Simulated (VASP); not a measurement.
Level of theory: optB86b-vdW, VASP's PBE PAW potentials (set 64) (plane waves; VASP 6.6.1).

VASP input:

**KPOINTS**
```
Automatic mesh
0
Gamma
17 17 17
0 0 0
```

**POSCAR**
```
Ag
4.090
  0.0000000000   0.5000000000   0.5000000000
  0.5000000000   0.0000000000   0.5000000000
  0.5000000000   0.5000000000   0.0000000000
Ag
1
Cartesian
  0.0000000000   0.0000000000   0.0000000000
```

**INCAR**
```
# general
SYSTEM    =  Ag
PREC      =  Accurate
ENCUT     =  520
LREAL     =  .False.
LASPH     =  .True.

# electronic loop
EDIFF     =  1E-7
NELM      =  100
ALGO      =  Normal
LMAXMIX   =  4

# smearing
ISMEAR    =  -5

# functional
GGA       =  MK
LUSE_VDW  =  .True.
AGGAC     =  0.0
PARAM1    =  0.1234
PARAM2    =  1.0

# ions
ISIF      =  2

# output
LWAVE     =  .False.
LCHARG    =  .True.
LORBIT    =  11
NEDOS     =  601
```

POTCAR, in this order: Ag (PBE.64 set). Program: vasp_std.

Problem. What does the run give for the energy per atom (σ→0), band gap (on the k-mesh)?

Solution. 
```yaml
energy per atom (σ→0): 20.6 kJ/mol of atoms
band gap (on the k-mesh): none (metal, semimetal or under 0.01 eV)
```

### OSZICAR
```
...
DAV:   6     0.201026508059E+00    0.27245E+00   -0.13042E+00  3029   0.124E+01    0.326E+00
DAV:   7     0.209876937846E+00    0.88504E-02   -0.10874E-02  3227   0.117E+00    0.183E+00
DAV:   8     0.213238233556E+00    0.33613E-02   -0.73418E-04  3089   0.282E-01    0.704E-02
DAV:   9     0.213228155584E+00   -0.10078E-04   -0.77188E-06  3516   0.251E-02    0.120E-02
DAV:  10     0.213222079483E+00   -0.60761E-05   -0.45757E-06  3233   0.263E-02    0.387E-03
DAV:  11     0.213222473478E+00    0.39399E-06   -0.78783E-08  2658   0.297E-03    0.443E-04
DAV:  12     0.213222545896E+00    0.72418E-07   -0.86132E-09  1535   0.104E-03
   1 F= 0.21322255E+00 E0= 0.21322255E+00  d E =0.000000E+00
```

The compound is Ag in the fcc structure. The cell was not relaxed at this level.
